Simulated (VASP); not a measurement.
All values below come from r2SCAN meta-GGA, VASP's PBE PAW potentials (set 64) (plane waves; VASP 6.6.1).

The input files of a VASP run:

INCAR:
```
SYSTEM = Sn3Te2Se
PREC = Accurate
ENCUT = 400
EDIFF = 1E-6
NELM = 100
ALGO = Normal
LREAL = .FALSE.
LASPH = .TRUE.
ISMEAR = 1
SIGMA = 0.1
METAGGA = R2SCAN
LMIXTAU = .TRUE.
LMAXMIX = 4
LWAVE = .FALSE.
LCHARG = .FALSE.
IBRION = 2
ISIF = 3
NSW = 60
EDIFFG = -0.02
```

KPOINTS:
```
Automatic mesh
0
Gamma
 7 7 3
```

### POSCAR
```
Sn3Te2Se
1.0
  4.4246489067   0.0000000000   0.0000000000
 -2.2123244534   3.8318587577   0.0000000000
  0.0000000000   0.0000000000  10.8128463841
Sn Te Se
3 2 1
direct
  1.0000000000   0.0000000000   0.5000000000
  0.3333330000   0.6666670000   0.1517937528
  0.6666670000   0.3333330000   0.8482062472
  0.3333330000   0.6666670000   0.6742282481
  0.6666670000   0.3333330000   0.3257717519
  1.0000000000   0.0000000000   0.0000000000
```

POTCAR, in this order: Sn_d Te Se (PBE.64 set). Program: vasp_std.

Question: Predict the energy per atom (σ→0), volume per atom.

Answer: 
| Quantity | Value |
|---|---|
| energy per atom (σ→0) | -23.535 eV/atom |
| volume per atom | 30.50 Å³/atom |

OSZICAR:
```
...
DAV:   4    -0.141207496313E+03    0.55955E-04   -0.27380E-04  1492   0.110E-01    0.136E-02
DAV:   5    -0.141207581435E+03   -0.85121E-04   -0.96770E-05  1488   0.618E-02    0.787E-03
DAV:   6    -0.141207583172E+03   -0.17373E-05   -0.99635E-06  1424   0.196E-02    0.466E-03
DAV:   7    -0.141207584949E+03   -0.17773E-05   -0.16059E-06  1084   0.924E-03    0.119E-03
DAV:   8    -0.141207582507E+03    0.24417E-05   -0.58925E-07   804   0.643E-03    0.816E-04
DAV:   9    -0.141207584282E+03   -0.17749E-05   -0.30241E-07   788   0.449E-03    0.466E-04
DAV:  10    -0.141207583445E+03    0.83702E-06   -0.62998E-08   780   0.224E-03
   2 F= -.14120758E+03 E0= -.14120761E+03  d E =-.130412E-03
```

The structure comes from a computed database's Sn3Te2Se entry (P-3m1); how it stands against other phases isn't given here. This run relaxes it. Symmetry was kept, so distortions that lower it aren't found. The start is the result of an earlier pass.
